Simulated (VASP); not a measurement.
Method: r2SCAN+rVV10, VASP's PBE PAW potentials (set 64) (plane waves; VASP).

VASP input:

**INCAR**
```
# general
SYSTEM   = V
PREC     = Accurate
ENCUT    = 520   # plane-wave cut-off (eV)
LREAL    = F   # projection in real space or not
LASPH    = T   # aspherical one-centre terms

# electronic loop
EDIFF    = 1E-7
NELM     = 100
ALGO     = Normal   # blocked Davidson
LMAXMIX  = 4   # l cut-off of mixed one-centre charges
LMIXTAU  = T

# smearing
ISMEAR   = 1
SIGMA    = 0.1

# functional
METAGGA  = R2SCAN
LUSE_VDW = T
BPARAM   = 11.95
CPARAM   = 0.0093

# ions
ISIF     = 2

# output
LWAVE    = F
LCHARG   = F
```

**POSCAR**
```
V
2.5514450
 -0.5773503381   0.5773503381   0.5773503381
  0.5773503381  -0.5773503381   0.5773503381
  0.5773503381   0.5773503381  -0.5773503381
V
1
direct
  0.0000000000   0.0000000000   0.0000000000
```

### KPOINTS
```
K-points
0
G
17 17 17
```

POTCAR, in this order: V_sv (PBE.64 set). Program: vasp_std.

What will the output report for the number of irreducible k-points (NKPTS), largest plane-wave count, number of space-group operations, FFT grid (NGX, NGY, NGZ)?

| Property | Value |
|---|---|
| number of irreducible k-points (NKPTS) | 165 |
| largest plane-wave count | 370 |
| number of space-group operations | 48 |
| FFT grid (NGX, NGY, NGZ) | 20 × 20 × 20 |

The compound is V in the bcc structure. This cell is one point of a volume scan, at 0.97 of the reference volume. The run is not spin-polarised, so no magnetic state was tried.
